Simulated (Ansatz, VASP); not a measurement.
Two plane-wave programs on CuF

```
Cu F
1.0
     3.50866    0.00000    0.00000
    -1.75433    3.03859    0.00000
     0.00000    0.00000    5.08252
Cu F
2 2
Direct
  0.33333 0.66667 0.25000
  0.66667 0.33333 0.75000
  0.66667 0.33333 0.25000
  0.33333 0.66667 0.75000
```

Alike in both runs: task single point; functional PBE; k mesh 6 × 6 × 4; occupations fermi-dirac, width 0.02 eV; no spin polarisation.

|  | VASP | Ansatz |
| --- | --- | --- |
| version | VASP 6.6.1 | Ansatz 0.2.0 |
| potentials or method | VASP PAW PBE potentials, release 64 (Cu, F) | plane waves |
| plane-wave cutoff (eV) | 520 | 500 |
| valence electrons in the cell | 36 | 52 |

Ansatz gave:

* pressure (GPa): 4.4
* largest component of the traceless stress (GPa): 0.58

Question: Which values does VASP return?

Answer: Pressure (GPa): 4.8; largest component of the traceless stress (GPa): 0.97.

With one functional, cell and mesh, what is left measures potentials, basis and numerics. The two sets of potentials don't hold the same shells in valence.

Caveats: the run has no spin polarisation, though such a crystal can be magnetic.
